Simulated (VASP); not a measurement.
Al2BO: single point with PBE

Crystal: Al2BO.

```
CELL_PARAMETERS angstrom
1.59766 0.92241 5.22458
-1.59766 0.92241 5.22458
0.00000 -1.84482 5.22458
ATOMIC_POSITIONS crystal
Al 0.75330 0.75330 0.75330
Al 0.24670 0.24670 0.24670
B 0.50000 0.50000 0.50000
O 0.00000 0.00000 0.00000
```

The cell was built by a generator and needn't be a form met in nature.

The cell isn't the ideal one: species swapped into the Eu2SeS type (R-3m, No. 166).

```json
{
  "Program": "VASP 6.6.1",
  "Task": "single point",
  "Functional": "PBE",
  "Potentials or basis": "VASP PAW PBE potentials, release 64 (Al, B, O)",
  "Cutoff": "520 eV",
  "k mesh": "6 × 6 × 6",
  "Occupations": "gaussian, width 0.1 eV",
  "Spin": "no spin polarisation",
  "Dipole correction": "no",
  "Further INCAR settings": "ALGO = Normal; EDIFF = 1e-06; NBANDS = 16"
}
```

* Pressure: -13.5 GPa
* Largest force: 0.414 eV/Å
* Band gap on the k mesh: none (metal or under the smearing width)

Forces on the atoms (eV/Å):
```
Al   0.000  0.000  0.414
Al   0.000  0.000 -0.414
B    0.000  0.000  0.000
O    0.000  0.000  0.000
```

Stress tensor (GPa, compression positive):
```
-18.21   0.00   0.00
  0.00 -18.21   0.00
  0.00   0.00  -4.19
```

Levels at points of the mesh, in eV from the Fermi level:
```tsv
k point	band 4	band 5	band 6	band 7	band 8	band 9	band 10	band 11
(0.00, 0.00, 0.00)	-4.28	-4.28	-1.45	-0.81	2.12	2.12	6.88	6.88
(0.50, 0.00, 0.00)	-6.07	-4.97	-4.96	-2.69	-0.13	2.45	2.89	5.01
(0.50, 0.50, 0.00)	-6.96	-5.01	-3.92	-0.91	-0.07	0.14	3.87	5.23
(0.50, 0.50, 0.50)	-5.07	-4.28	-4.28	1.84	2.01	2.01	5.24	7.87
```

Wall time 88 s on 1 thread of Intel(R) Xeon(R) Platinum 8488C (Sapphire Rapids) (shared host), peak memory 0.24 GiB.

Caveat: the k mesh is coarse (spacing up to 0.38 Å⁻¹), so the values aren't converged; an odd number of electrons without spin polarisation forces a metal; a magnetic or distorted state may lie lower.
